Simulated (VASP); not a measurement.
Data:

```yaml
crystal:
  lattice:
    - [0.00000, 1.94812, 1.94812]
    - [1.94812, 0.00000, 1.94812]
    - [1.94812, 1.94812, 0.00000]
  atoms:
    - { symbol: Pt, position: [0.00000, 0.00000, 0.00000] }
```

Method: LDA (Ceperley-Alder, Perdew-Zunger), VASP's LDA PAW potentials (set 64) (plane waves; VASP 6.6.1). Run with 500 eV cut-off, 16×16×16 Γ-centred mesh, first-order Methfessel-Paxton smearing of 0.10 eV, potentials Pt.

Unless said otherwise, spin-orbit coupling is left out, though it shifts the bands of the heavy elements here.

Q: What does the run give for the energy per atom (σ→0), band gap (on the k-mesh) with the smallest direct gap where there is one?

A: 
```json
{
 "band gap (on the k-mesh)": "none (metal, semimetal or under 0.01 eV)",
 "energy per atom (σ→0)": "-7.503 eV/atom"
}
```

The compound is Pt in the fcc structure. It was relaxed first.
